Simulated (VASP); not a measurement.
Data:

```
CELL_PARAMETERS angstrom
      0.00000     2.11693     2.11693
      2.11693     0.00000     2.11693
      2.11693     2.11693     0.00000
ATOMIC_POSITIONS crystal
  Au 0.00000 0.00000 0.00000
```

Level of theory: PBE GGA, VASP's PBE PAW potentials (set 64) (plane waves; VASP). Numerical set-up: 300 eV cut-off, 13×13×13 Γ-centred mesh, Gaussian smearing of 0.14 eV, potentials Au.

At this cut-off the stress carries a Pulay error, which pulls relaxed volumes low. Energy and stress use the plane-wave basis of the starting cell.

Task: The ions, cell shape and volume are relaxed. Which structure does the run end with?

Result: 
```
CELL_PARAMETERS angstrom
      0.00000     2.07223     2.07223
      2.07223     0.00000     2.07223
      2.07223     2.07223     0.00000
ATOMIC_POSITIONS crystal
  Au 0.00000 0.00000 0.00000
```
Space group Fm-3m (225), at a tolerance of 0.03 Å.

Task: How do energy and volume change from the first to the last step?

Result: The energy (σ→0) changes by -29.3 meV/atom and the volume by -6.2 %, in 4 ionic steps.

The structure comes from a computed database's Au entry; how it stands against other phases isn't given here. This run relaxes it. Symmetry was kept, so distortions that lower it aren't found. The run is one of a series of settings (EDIFFG = -0.01, IBRION = 2, ISIF = 3, NSW = 50 against the base run), some of them coarse on purpose.
